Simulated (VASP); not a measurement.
Input:

```
WO2
1.0
    4.94051     0.00000     0.00000
    0.00000     4.94051     0.00000
    0.00000     0.00000     2.65868
W O
2 4
Direct
  0.00000   0.00000   0.00000
  0.50000   0.50000   0.50000
  0.28022   0.28022   0.00000
  0.78022   0.21978   0.50000
  0.21978   0.78022   0.50000
  0.71978   0.71978   0.00000
```

Method: LDA (Ceperley-Alder, Perdew-Zunger), VASP's LDA PAW potentials (set 64) (plane waves; VASP). Settings: 520 eV cut-off, 7×7×13 Γ-centred mesh, tetrahedra with Blöchl corrections, potentials W_sv O.

Unless said otherwise, spin-orbit coupling is left out, though it shifts the bands of the heavy elements here.

Problem. Estimate the energy per atom (σ→0), band gap (on the k-mesh) with the smallest direct gap where there is one.

Solution. 
The band gap (on the k-mesh) is none (metal, semimetal or under 0.01 eV) and the energy per atom (σ→0) is -10.501 eV/atom.

The structure was generated: WO2 was put into the rutile type (P4_2/mnm), which need not be its known phase. It was relaxed first, which changed the volume by -12 %.
